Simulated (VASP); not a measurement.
```xyz
2
Lattice="0.0000 2.1848 2.1848 2.1848 0.0000 2.1848 2.1848 2.1848 0.0000" Properties=species:S:1:pos:R:3 pbc="T T T"
Si     0.0000     0.0000     0.0000
C      1.0924     1.0924     1.0924
```

All values below come from vdW-DF-cx, VASP's PBE PAW potentials (set 64) (plane waves; VASP). Numerical set-up: 520 eV cut-off, Gaussian smearing of 0.050 eV, potentials Si C.

Question: Estimate the band gap (along the path) with the smallest direct gap where there is one.

Answer: 
```json
{
  "band gap (along the path)": "1.32 eV",
  "smallest direct gap (along the path)": "4.50 eV"
}
```

Total energies compare only between runs with the same potentials, cut-off and functional.

The compound is SiC in the zinc blende structure. It was relaxed first.
